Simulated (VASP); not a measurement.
Here is the system:

```
NiSi2
1.0
    0.00000     2.72626     2.72626
    2.72626     0.00000     2.72626
    2.72626     2.72626     0.00000
Si Ni
2 1
Direct
  0.25000   0.25000   0.25000
  0.75000   0.75000   0.75000
  0.00000   0.00000   0.00000
```

Computed with TPSS meta-GGA, VASP's PBE PAW potentials (set 64) (plane waves; VASP 6.6.1). Settings: 520 eV cut-off, 10×10×10 Γ-centred mesh, first-order Methfessel-Paxton smearing of 0.10 eV, potentials Si Ni.

Q: Predict the energy per atom (σ→0), pressure, band gap (on the k-mesh) with the smallest direct gap where there is one.

A: 
```
Quantity                                                    Result
------------------------  ----------------------------------------
band gap (on the k-mesh)  none (metal, semimetal or under 0.01 eV)
energy per atom (σ→0)                              -11.319 eV/atom
pressure                                                 -4.77 GPa
```

Only differences to runs with the same potentials and settings are physical.

The compound is NiSi2 in the fluorite structure. This cell is one point of a volume scan, at 1.03 of the reference volume. The run is not spin-polarised, so no magnetic state was tried.
